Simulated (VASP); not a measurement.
OSZICAR of a VASP run on W (bcc):

File OSZICAR:
```
       N       E                     dE             d eps       ncg     rms          rms(c)
DAV:   1     0.802997435487E+02    0.80300E+02   -0.78567E+03  4309   0.145E+03
DAV:   2    -0.936503810871E+01   -0.89665E+02   -0.87070E+02  4583   0.337E+02
DAV:   3    -0.109411360605E+02   -0.15761E+01   -0.15599E+01  4896   0.439E+01
DAV:   4    -0.109494738431E+02   -0.83378E-02   -0.83353E-02  4605   0.348E+00
DAV:   5    -0.109495401075E+02   -0.66264E-04   -0.66255E-04  4859   0.315E-01    0.207E+01
DAV:   6    -0.104646390582E+02    0.48490E+00   -0.56424E-01  4554   0.992E+00    0.821E+00
DAV:   7    -0.103403744733E+02    0.12426E+00   -0.29301E-01  4734   0.670E+00    0.621E-01
DAV:   8    -0.103363512091E+02    0.40233E-02   -0.39140E-03  4398   0.948E-01    0.849E-02
DAV:   9    -0.103363923612E+02   -0.41152E-04   -0.10005E-04  4886   0.127E-01    0.542E-02
DAV:  10    -0.103363944306E+02   -0.20694E-05   -0.18290E-05  4602   0.636E-02    0.942E-03
DAV:  11    -0.103363956476E+02   -0.12170E-05   -0.19809E-07  4080   0.611E-03    0.829E-04
DAV:  12    -0.103363948214E+02    0.82620E-06   -0.15170E-08  2427   0.154E-03    0.632E-05
DAV:  13    -0.103363948354E+02   -0.13936E-07   -0.82193E-10  2247   0.436E-04
   1 F= -.10336395E+02 E0= -.10336395E+02  d E =0.000000E+00
```

Task: Which electronic solver shows in the log?

Result: It is blocked Davidson (ALGO = Normal, or the opening steps of other solvers). The INCAR had ALGO = Normal.

Task: Can the final energy be trusted as converged?

Result: Self-consistency was reached. It stopped with EDIFF = 1E-7, NELM = 100 (rev-vdW-DF2, plane waves, VASP's PBE PAW potentials (set 64)).

The compound is W in the bcc structure. It was relaxed first.
